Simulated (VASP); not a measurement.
```yaml
crystal:
  lattice:
    - [0.00000, 2.64162, 2.64162]
    - [2.64162, 0.00000, 2.64162]
    - [2.64162, 2.64162, 0.00000]
  atoms:
    - { symbol: Be, position: [0.00000, 0.00000, 0.00000] }
    - { symbol: Se, position: [0.25000, 0.25000, 0.25000] }
```

Level of theory: PBE GGA, VASP's PBE PAW potentials (set 64) (plane waves; VASP 6.6.1). Run with 520 eV cut-off, 9×9×9 Γ-centred mesh, Gaussian smearing of 0.050 eV, potentials Be Se.

**Question.** What does the run give for the energy per atom (σ→0), pressure?

**Answer.** 
```yaml
energy per atom (σ→0): -4.416 eV/atom
pressure: -3.90 GPa
```

Only differences to runs with the same potentials and settings are physical.

The compound is BeSe in the zinc blende structure. This cell is one point of a volume scan, at 1.06 of the reference volume.
